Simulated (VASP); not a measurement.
Here is the system:

```
CELL_PARAMETERS angstrom
      4.16591     2.07948     2.07948
      2.07948     4.16591     2.07948
      2.07948     2.07948     4.16591
ATOMIC_POSITIONS crystal
  Ni 0.00000 0.00000 0.00000
  Ni 0.50000 0.50000 0.50000
  O  0.25000 0.25000 0.25000
  O  0.75000 0.75000 0.75000
```
Starting moments (μB, in the order of the record's atoms Ni Ni O O): 1.4 -1.4 0.0 0.0.

Computed with TPSS meta-GGA, VASP's PBE PAW potentials (set 64) (plane waves; VASP). Run with 520 eV cut-off, 10×10×10 Γ-centred mesh, tetrahedra with Blöchl corrections, potentials Ni O.

The cores are frozen, which limits the accuracy of field gradients.

**Question.** Give the principal components of the electric field gradient (V/Å²) and the asymmetry η at each nucleus.

**Answer.** 
```tsv
atom	Vxx	Vyy	Vzz	η
Ni1	-0.4	-0.4	0.8	0.00
Ni2	-0.4	-0.4	0.8	0.00
O3	1.7	1.7	-3.5	0.00
O4	1.7	1.7	-3.5	0.00
```

The compound is NiO in the rock salt, AFM-II order structure. It was relaxed first.
